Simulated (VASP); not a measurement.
Runs of VASP 6.6.1 on Lu. Symmetry: P6_3/mmc, No. 194, hexagonal system. Conventional cell: a = 3.518 Å, b = 3.518 Å, c = 5.446 Å, α = 90.00°, β = 90.00°, γ = 120.00°. Lu (site symmetry -6m2) has 12 Lu at 3.40 to 3.52 Å as nearest neighbours. 

| task | level | cell | k mesh | cutoff (eV) | gap on the mesh (eV) | pressure (GPa) | relaxed volume (Å³/atom) |
| --- | --- | --- | --- | --- | --- | --- | --- |
| relaxation of cell and atoms | RPBE | relaxed | 15 × 15 × 8 | 600 | none | 0.0 | (a) |
| relaxation of cell and atoms | PBE+D3(BJ) | relaxed | 15 × 15 × 8 | 600 | none | 0.0 | (b) |
| relaxation of cell and atoms | LDA | relaxed | 15 × 15 × 8 | 600 | none | 0.0 | 26.14 |
| relaxation of cell and atoms | PBEsol | relaxed | 6 × 6 × 4 | 600 | none | 0.0 | (c) |
| single point | PBEsol | as given | 15 × 15 × 8 | 520 | none | -2.6 | - |
| relaxation of cell and atoms | PBEsol | relaxed | 15 × 15 × 8 | 480 | none | 0.0 | 27.55 |
| relaxation of cell and atoms | PBEsol | relaxed | 15 × 15 × 8 | 580 | none | 0.0 | 27.60 |
| relaxation of cell and atoms | PBEsol | relaxed | 15 × 15 × 8 | 300 | none | 0.0 | 27.39 |

Alike in all rows: potentials or basis VASP PAW PBE potentials, release 64 (Lu); no spin polarisation; smearing gaussian 0.1 eV.

Q: Estimate the missing entries.

A: (a) 30.50; (b) 27.97; (c) 27.63.

Caveats: the PAW data sets were made with another functional, which shifts forces and pressure a little (some runs); pairwise dispersion overbinds metals, which lowers pressure and volume (some runs); the cutoff is under 1.25 times the usual one of these potentials, so pressure, stress and relaxed cells hold a basis-set (Pulay) error (some runs).

A k mesh can miss the band edges, and the runs leave out spin-orbit coupling on Lu.

A gap of «none» marks a metal or a gap under the smearing width.

Not every run made on this cell is shown here.
